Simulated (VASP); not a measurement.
# LiY2P2 (I4/mmm) in VASP: reference runs

Reference runs on LiY2P2: the cell as given.

All numbers are computed with VASP 6.6.1; they aren't measurements. Logs are shortened: lines on timing, memory, paths and dates and some standing lists are left out, and cuts for length are marked.

## (1) Starting point

The structure is tetragonal, space group I4/mmm (No. 139). Conventional cell: a = 4.366 Å, b = 4.366 Å, c = 10.091 Å, α = 90.00°, β = 90.00°, γ = 90.00°. Li (site symmetry 4/mmm) has 8 Y at 3.34 Å and 10 P at 3.37 to 3.69 Å as nearest neighbours. Around Y (site symmetry -4m2) lie 4 P at 2.47 Å. Around P (site symmetry 4mm) lie 4 Y at 2.47 Å and 1 P at 2.72 Å.

The cell was built by a generator and needn't be a form met in nature.

## (2) Single point, PBE

INCAR reads:

```
ALGO     = Normal         # electronic algorithm
EDIFF    = 1E-7           # SCF threshold, eV
ENCUT    = 520            # plane-wave cutoff, eV
GGA      = PE             # functional
ISIF     = 2              # what is computed and relaxed
ISMEAR   = -1             # smearing method
LASPH    = True           # aspherical terms in the spheres
LCHARG   = False          # write CHGCAR
LREAL    = False          # projectors in reciprocal space
LWAVE    = False          # write WAVECAR
NBANDS   = 26             # bands
NELM     = 80             # most SCF steps
PREC     = Accurate       # precision mode
SIGMA    = 0.05           # smearing width, eV
```

KPOINTS reads:

```
k-points
0
Gamma
  9 9 9
```

POSCAR reads:

```
LiY2P2
1.0
   -2.1830928700      2.1830928700      5.0455226100
    2.1830928700     -2.1830928700      5.0455226100
    2.1830928700      2.1830928700     -5.0455226100
Li Y P
1 2 2
Direct
    0.0000000000      0.0000000000      0.0000000000
    0.2500000000      0.7500000000      0.5000000000
    0.7500000000      0.2500000000      0.5000000000
    0.6345484900      0.6345484900      0.0000000000
    0.3654515100      0.3654515100      0.0000000000
```

Potentials or basis: VASP PAW PBE potentials, release 64 (Li_sv, Y_sv, P).

Command:

```console
cat potpaw_PBE.64/Li_sv/POTCAR potpaw_PBE.64/Y_sv/POTCAR potpaw_PBE.64/P/POTCAR > POTCAR
mpirun -np 1 vasp_std > vasp.out
```

OUTCAR:

```text
EDIFF = 1E-7
   ENCUT = 520
   GGA = PE
   ISIF = 2
   ISMEAR = -1
   LASPH = True
   LREAL = False
   NELM = 80
   PREC = Accurate

 ion  position               nearest neighbor table
   1  0.000  0.000  0.000-   3 3.34   2 3.34   2 3.34   3 3.34   2 3.34   3 3.34   3 3.34   2 3.34

   2  0.250  0.750  0.500-   5 2.47   4 2.47   5 2.47   4 2.47   3 3.09   3 3.09   3 3.09   3 3.09
                             1 3.34   1 3.34   1 3.34   1 3.34
   3  0.750  0.250  0.500-   5 2.47   4 2.47   5 2.47   4 2.47   2 3.09   2 3.09   2 3.09   2 3.09
                             1 3.34   1 3.34   1 3.34   1 3.34
   4  0.635  0.635  0.000-   2 2.47   3 2.47   2 2.47   3 2.47   5 2.72
   5  0.365  0.365  0.000-   2 2.47   3 2.47   2 2.47   3 2.47   4 2.72

  LATTYP: Found a body centered tetragonal cell.
 ALAT       =     4.3661857400
 C/A-ratio  =     2.3111809302

  Lattice vectors:

 A1 = (  -2.1830928700,   2.1830928700,   5.0455226100)
 A2 = (   2.1830928700,  -2.1830928700,   5.0455226100)
 A3 = (   2.1830928700,   2.1830928700,  -5.0455226100)

Analysis of symmetry for initial positions (statically):
=====================================================================
 Subroutine PRICEL returns:
 Original cell was already a primitive cell.

 Routine SETGRP: Setting up the symmetry group for a
 body centered tetragonal supercell.

 Subroutine GETGRP returns: Found 16 space group operations
 (whereof 16 operations were pure point group operations)
 out of a pool of 16 trial point group operations.

The static configuration has the point symmetry D_4h.

Analysis of symmetry for dynamics (positions and initial velocities):
=====================================================================
 Subroutine PRICEL returns:
 Original cell was already a primitive cell.

 Routine SETGRP: Setting up the symmetry group for a
 body centered tetragonal supercell.

 Subroutine GETGRP returns: Found 16 space group operations
 (whereof 16 operations were pure point group operations)
 out of a pool of 16 trial point group operations.

The dynamic configuration has the point symmetry D_4h.

 Subroutine INISYM returns: Found 16 space group operations
 (whereof 16 operations are pure point group operations),
 and found     1 'primitive' translations

----------------------------------------------------------------------------------------

                                     Primitive cell

  volume of cell :      96.1857

  direct lattice vectors                    reciprocal lattice vectors
    -2.183092870  2.183092870  5.045522610     0.000000000  0.229032858  0.099097762
     2.183092870 -2.183092870  5.045522610     0.229032858  0.000000000  0.099097762
     2.183092870  2.183092870 -5.045522610     0.229032858  0.229032858  0.000000000

  length of vectors
     5.915157425  5.915157425  5.915157425     0.249552433  0.249552433  0.323901374

  position of ions in fractional coordinates (direct lattice)
     0.000000000  0.000000000  0.000000000
     0.250000000  0.750000000  0.500000000
     0.750000000  0.250000000  0.500000000
     0.634548490  0.634548490  0.000000000
     0.365451510  0.365451510  0.000000000

  ion indices of the primitive-cell ions
   primitive index   ion index
                 1           1
                 2           2
                 3           3
                 4           4
                 5           5

----------------------------------------------------------------------------------------

 KPOINTS: k-points

Automatic generation of k-mesh.
 Grid dimensions read from file:
 generate k-points for:    9    9    9

 Generating k-lattice:

  Cartesian coordinates                     Fractional coordinates (reciprocal lattice)
     0.000000000  0.025448095  0.011010862     0.111111111  0.000000000 -0.000000000
     0.025448095  0.000000000  0.011010862     0.000000000  0.111111111 -0.000000000
     0.025448095  0.025448095  0.000000000     0.000000000  0.000000000  0.111111111

  Length of vectors
     0.027728048  0.027728048  0.035989042

  Shift w.r.t. Gamma in fractional coordinates (k-lattice)
     0.000000000  0.000000000  0.000000000

 Subroutine IBZKPT returns following result:
 ===========================================

 Found     75 irreducible k-points:

 Following reciprocal coordinates:
            Coordinates               Weight
  0.000000  0.000000  0.000000      1.000000
  0.111111  0.000000 -0.000000      8.000000
  0.222222  0.000000 -0.000000      8.000000
  0.333333  0.000000 -0.000000      8.000000
  0.444444  0.000000 -0.000000      8.000000
  0.111111  0.111111 -0.000000      8.000000
[... 16 lines left out ...]
 -0.333333  0.333333  0.000000      4.000000
  0.444444  0.444444 -0.000000      8.000000
 [... further k-points ...]
   k-points           NKPTS =     75   k-points in BZ     NKDIM =     75   number of bands    NBANDS=     26
   number of dos      NEDOS =    301   number of ions     NIONS =      5
   total plane-waves  NPLWV = 110592
   dimension x,y,z NGX =    48 NGY =   48 NGZ =   48
   dimension x,y,z NGXF=    96 NGYF=   96 NGZF=   96
   ions per type =               1   2   2
   NGX,Y,Z   is equivalent  to a cutoff of  13.49, 13.49, 13.49 a.u.
   NGXF,Y,Z  is equivalent  to a cutoff of  26.98, 26.98, 26.98 a.u.
 SYSTEM =  unknown system
   PREC   = accura    normal or accurate (medium, high low for compatibility)
   ISTART =      0    job   : 0-new  1-cont  2-samecut
   ICHARG =      2    charge: 1-file 2-atom 10-const
   ISPIN  =      1    spin polarized calculation?
   LNONCOLLINEAR =      F non collinear calculations
   LSORBIT =      F    spin-orbit coupling
   LASPH  =      T    aspherical Exc in radial PAW
   ENCUT  =  520.0 eV  38.22 Ry    6.18 a.u.  11.00 11.00 11.00*2*pi/ulx,y,z
   NELM   =     80;   NELMIN=  2; NELMDL= -5     # of ELM steps
   EDIFF  = 0.1E-06   stopping-criterion for ELM
   LREAL  =      F    real-space projection
   EDIFFG = 0.1E-05   stopping-criterion for IOM
   NSW    =      0    number of steps for IOM
   IBRION =     -1    ionic relax: 0-MD 1-quasi-New 2-CG
   NFREE  =      0    steps in history (QN), initial steepest desc. (CG)
   ISIF   =      2    stress and relaxation
   ISYM   =      2    0-nonsym 1-usesym 2-fastsym
   POTIM  = 0.5000    time-step for ionic-motion
   TEBEG  =    0.0;   TEEND  =   0.0 temperature during run
   PSTRESS=    0.0 pullay stress
   NELECT =      35.0000    total number of electrons
   NUPDOWN=      -1.0000    fix difference up-down
   EMIN   =  10.00;   EMAX   =-10.00  energy-range for DOS
   EFERMI =   0.00;   METHOD = LEGACY
   ISMEAR =    -1;   SIGMA  =   0.05  broadening in eV -4-tet -1-fermi 0-gaus
   EFERMI_NEDOS =   21; number of points for ismear=-14 and -15
   IALGO  =     38    algorithm
   IMIX   =      4    mixing-type and parameters
     AMIX     =   0.40;   BMIX     =  1.00
     AMIX_MAG =   1.60;   BMIX_MAG =  1.00
  volume/ion in A,a.u.               =      19.24       129.82
  Fermi-wavevector in a.u.,A,eV,Ry     =   1.168765  2.208646 18.585727  1.366012
  Thomas-Fermi vector in A             =   2.305247
   LORBIT       =      0    0 simple, 1 ext, 2 COOP (PROOUT), +10 PAW based schemes
   GGA     = PE    functional components
   LHFCALC =     F    Hartree Fock is set to
   AEXX    =    0.0000 exact exchange contribution
   IVDW    =     0    specifies the selected vdW correction
   LEPSILON=     F    determine dielectric tensor
   LRPA    =     F    only Hartree local field effects (RPA)
 non-spin polarized calculation
  energy-cutoff  :      520.00
  volume of cell :       96.19
 maximum number of plane-waves:      2626
 NGX is ok and might be reduce to    48
   NGX = 21   NGY = 21   NGZ = 21

 number of electron      35.0000000 magnetization

 Free energy of the ion-electron system (eV)
  ---------------------------------------------------
  ext. energy  EPLUGINS =         0.00000000
  ---------------------------------------------------
  free energy    TOTEN  =       -25.88166469 eV

  energy without entropy =      -25.86404644  energy(sigma->0) =      -25.87285557

 E-fermi :   4.8594     XC(G=0):  -9.9273

 val. band max:        4.8481730505   @ k =   0.2222   0.2222  -0.0000
 cond. band min:       4.8778906807   @ k =   0.2222   0.2222   0.1111
 fundamental gap:      0.0297176302
 Fermi energy:         4.8593701758

 k-point     1 :       0.0000    0.0000    0.0000
  band No.  band energies     occupation
      1     -42.2514      2.00000
      2     -36.4539      2.00000
      3     -36.1630      2.00000
      4     -17.2070      2.00000
      5     -17.2070      2.00000
      6     -16.8325      2.00000
[... 18 lines left out ...]
     25      10.2403      0.00000
     26      10.8309      0.00000

 k-point     2 :       0.1111    0.0000   -0.0000
  band No.  band energies     occupation
      1     -42.2514      2.00000
      2     -36.4450      2.00000
      3     -36.1716      2.00000
      4     -17.1923      2.00000
      5     -17.1767      2.00000
      6     -16.8161      2.00000
[... 18 lines left out ...]
     25       9.8460      0.00000
     26      10.8338      0.00000

 k-point     3 :       0.2222    0.0000   -0.0000
  band No.  band energies     occupation
      1     -42.2514      2.00000
      2     -36.4194      2.00000
      3     -36.1965      2.00000
      4     -17.1439      2.00000
      5     -17.0885      2.00000
      6     -16.7706      2.00000
[... 18 lines left out ...]
     25      10.0801      0.00000
     26      10.6895      0.00000

 k-point     4 :       0.3333    0.0000   -0.0000
  band No.  band energies     occupation
      1     -42.2513      2.00000
      2     -36.3803      2.00000
      3     -36.2348      2.00000
      4     -17.0528      2.00000
      5     -16.9506      2.00000
      6     -16.7045      2.00000
[... 18 lines left out ...]
     25      10.2569      0.00000
     26      10.5163      0.00000

 k-point     5 :       0.4444    0.0000   -0.0000
  band No.  band energies     occupation
      1     -42.2513      2.00000
      2     -36.3325      2.00000
      3     -36.2820      2.00000
      4     -16.9136      2.00000
      5     -16.7766      2.00000
      6     -16.7322      2.00000
[... 18 lines left out ...]
     25      10.4693      0.00000
     26      10.6439      0.00000

 k-point     6 :       0.1111    0.1111   -0.0000
  band No.  band energies     occupation
      1     -42.2514      2.00000
      2     -36.4365      2.00000
      3     -36.1797      2.00000
      4     -17.2539      2.00000
      5     -17.0715      2.00000
      6     -16.8026      2.00000
[... 427 lines left out ...]
 k-point    21 :       0.4444    0.3333   -0.0000
  band No.  band energies     occupation
      1     -42.2513      2.00000
      2     -36.3167      2.00000
      3     -36.2915      2.00000
      4     -17.4877      2.00000
      5     -17.3990      2.00000
      6     -16.6130      2.00000
[... 18 lines left out ...]
     25      10.3379      0.00000
     26      10.9247      0.00000

 k-point    22 :      -0.4444    0.3333    0.0000
  band No.  band energies     occupation
      1     -42.2513      2.00000
      2     -36.3168      2.00000
      3     -36.2914      2.00000
      4     -17.4837      2.00000
      5     -17.4030      2.00000
      6     -16.6029      2.00000
[... 18 lines left out ...]
     25      10.0070      0.00000
     26      10.2143      0.00000

 k-point    23 :      -0.3333    0.3333    0.0000
  band No.  band energies     occupation
      1     -42.2513      2.00000
      2     -36.3414      2.00000
      3     -36.2684      2.00000
      4     -17.4780      2.00000
      5     -17.2341      2.00000
      6     -16.6409      2.00000
[... 18 lines left out ...]
     25       9.2695      0.00000
     26      10.1800      0.00000

 k-point    24 :       0.4444    0.4444   -0.0000
  band No.  band energies     occupation
      1     -42.2513      2.00000
      2     -36.3075      2.00000
      3     -36.2989      2.00000
      4     -17.5546      2.00000
      5     -17.5208      2.00000
      6     -16.5976      2.00000
[... 18 lines left out ...]
     25       9.9513      0.00000
     26      10.6391      0.00000

 [... further k-points ...]

------------------------ aborting loop because EDIFF is reached ----------------------------------------

  FORCE on cell =-STRESS in cart. coord.  units (eV):
  Direction    XX          YY          ZZ          XY          YZ          ZX
  --------------------------------------------------------------------------------------
  -------------------------------------------------------------------------------------
  Total       23.1119989     23.1119989     13.5699174      0.0000000      0.0000000      0.0000000
  in kB      384.9794259    384.9794259    226.0357928      0.0000000      0.0000000      0.0000000
  external PRESSURE =     331.9982149 kB  Pullay stress =       0.0000000 kB

 VOLUME and BASIS-vectors are now :
 -----------------------------------------------------------------------------
  energy-cutoff  :      520.00
  volume of cell :       96.19
      direct lattice vectors                 reciprocal lattice vectors
    -2.183092870  2.183092870  5.045522610     0.000000000  0.229032858  0.099097762
     2.183092870 -2.183092870  5.045522610     0.229032858  0.000000000  0.099097762
     2.183092870  2.183092870 -5.045522610     0.229032858  0.229032858  0.000000000

 POSITION                                       TOTAL-FORCE (eV/Angst)
 -----------------------------------------------------------------------------------
      0.00000      0.00000      0.00000         0.000000      0.000000     -0.000000
      2.18309     -0.00000      2.52276         0.000000      0.000000     -0.000000
     -0.00000      2.18309      2.52276         0.000000      0.000000     -0.000000
      0.00000      0.00000      6.40326        -0.000000     -0.000000     -3.953887
      0.00000      0.00000      3.68779        -0.000000     -0.000000      3.953887
 -----------------------------------------------------------------------------------
    total drift:                                0.000000     -0.000000      0.000000

  FREE ENERGIE OF THE ION-ELECTRON SYSTEM (eV)
  ---------------------------------------------------
  free  energy   TOTEN  =       -25.8816646894 eV

  energy  without entropy=      -25.8640464426  energy(sigma->0) =      -25.87285557
```

Run time: 6.7 min. Hardware: 1 thread of AMD EPYC 7R43 (Zen 3), shared host; peak memory 0.4 GiB.

What came out:

```yaml
Free_energy: -25.8817 eV
Largest_force: 3.954 eV/Å
Band_gap_on_the_k_mesh: none (metal or under the smearing width)
```

Forces in eV/Å, atoms in the order of the input:
```
Li   0.000  0.000  0.000
Y    0.000  0.000  0.000
Y    0.000  0.000  0.000
P    0.000  0.000 -3.954
P    0.000  0.000  3.954
```

Caveat: the cutoff is under 1.25 times the usual one of these potentials, so pressure, stress and relaxed cells hold a basis-set (Pulay) error; a pressure of tens of GPa on the cell as given is suspect, and the run, the potentials or the cell itself is likely at fault; forces of over 1 eV/Å show positions far from the minimum, so gaps and moduli don't describe the material at rest.
